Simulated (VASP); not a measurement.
Data:

```yaml
crystal:
  lattice:
    - [2.92308, 0.00000, 0.00000]
    - [0.00000, 2.92308, 0.00000]
    - [0.00000, 0.00000, 2.92308]
  atoms:
    - { symbol: Cr, position: [0.00000, 0.00000, 0.00000], spin: 2.7 }
    - { symbol: Cr, position: [0.50000, 0.50000, 0.50000], spin: -2.7 }
```

Computed with r2SCAN+rVV10, VASP's PBE PAW potentials (set 64) (plane waves; VASP 6.6.1). Settings: 520 eV cut-off, 12×12×12 Γ-centred mesh, first-order Methfessel-Paxton smearing of 0.10 eV, potentials Cr_pv.

Q: Give the stress tensor in GPa (positive for a compressed cell).

A: 
```
3.02  0.00  0.00
0.00  3.02  0.00
0.00  0.00  3.02
```
The pressure is its mean diagonal, 3.02 GPa.

The compound is Cr in the bcc, AFM order structure. This cell is one point of a volume scan, at 0.97 of the reference volume.
